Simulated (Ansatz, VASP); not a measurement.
**Ge3Pd: VASP beside Ansatz**

INCAR

```
PREC = Accurate
ENCUT = 520
EDIFF = 1E-7
ISMEAR = -1
SIGMA = 0.05
LREAL = F
LASPH = T
NELM = 80
ALGO = Normal
ISIF = 2
LWAVE = F
LCHARG = T
GGA = PS
LELF = T
LVHAR = T
NBANDS = 34
```

KPOINTS

```
Automatic mesh
0
Gamma
  7 7 7
```

Contents of POSCAR:

```
Ge3Pd
1.0
    4.1420230000      0.0000000000      0.0000000000
    0.0000000000      4.1420230000      0.0000000000
    0.0000000000      0.0000000000      4.1420230000
Pd Ge
1 3
Direct
    0.0000000000      0.0000000000      0.0000000000
    0.5000000000      0.5000000000      0.0000000000
    0.5000000000      0.0000000000      0.5000000000
    0.0000000000      0.5000000000      0.5000000000
```

File input.yaml:

```yaml
crystal:
  lattice:
    - [4.142023, 0.0, 0.0]
    - [0.0, 4.142023, 0.0]
    - [0.0, 0.0, 4.142023]
  atoms:
    - { symbol: Pd, position: [0.0, 0.0, 0.0] }
    - { symbol: Ge, position: [0.5, 0.5, 0.0] }
    - { symbol: Ge, position: [0.5, 0.0, 0.5] }
    - { symbol: Ge, position: [0.0, 0.5, 0.5] }
hamiltonian:
  xc: pbesol
  pseudopotentials: { kind: paw }
kpoints:
  mp_grid: { grid: [7, 7, 7] }
  band_path:
    path:
      - [[0.0, 0.0, 0.0], [0.0, 0.5, 0.0], [0.5, 0.5, 0.0], [0.0, 0.0, 0.0], [0.5, 0.5, 0.5], [0.0, 0.5, 0.0]]
      - [[0.5, 0.5, 0.0], [0.5, 0.5, 0.5]]
    npoints: 14
scf:
  occupations: { method: fermi_dirac, width: 0.05 }
  n_extra_bands: 10
output:
  forces: true
  stress: true
  eigenvalues: true
  fatbands: true
```

The cell comes from a database or a generator and needn't be the stable form of this composition.

Alike in both runs: functional PBEsol; k mesh 7 × 7 × 7; occupations fermi-dirac, width 0.05 eV; no spin polarisation.

```csv
,VASP,Ansatz
version,VASP 6.6.1,Ansatz 0.2.0
potentials or method,"VASP PAW PBE potentials, release 64 (Pd, Ge_d)",Ansatz PAW
plane-wave cutoff (eV),520,420
valence electrons in the cell,52,60
task,single point,band structure
```

```tsv
	VASP	Ansatz	Ansatz less VASP
gap on the k mesh at the Fermi level (eV)	none	none	-
pressure (GPa)	-4.7	-4.7	-0.04
```

A gap of «none» marks a metal or a gap that the smearing closes. The two sets of potentials don't hold the same shells in valence.

Caveats: the PAW data sets were made with another functional, which shifts forces and pressure a little (VASP); the PAW data sets come from PBE, with cores solved anew for the run's functional, which leaves a small shift of forces and pressure (Ansatz).
